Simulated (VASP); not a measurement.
Data:

```
LiBr
1.0
    0.00000     2.71838     2.71838
    2.71838     0.00000     2.71838
    2.71838     2.71838     0.00000
Li Br
1 1
Direct
  0.00000   0.00000   0.00000
  0.50000   0.50000   0.50000
```

Level of theory: PBE GGA with D3 dispersion (zero damping), VASP's PBE PAW potentials (set 64) (plane waves; VASP). Run with 520 eV cut-off, 9×9×9 Γ-centred mesh, tetrahedra with Blöchl corrections, potentials Li_sv Br.

Task: Predict the energy per atom (σ→0), band gap (on the k-mesh) with the smallest direct gap where there is one.

Result: 
The band gap (on the k-mesh) is 5.11 eV and the smallest direct gap (on the k-mesh) is 5.11 eV. The energy per atom (σ→0) is -339.1 kJ/mol of atoms.

Total energies compare only between runs with the same potentials, cut-off and functional.

The compound is LiBr in the rock salt structure. It was relaxed first.
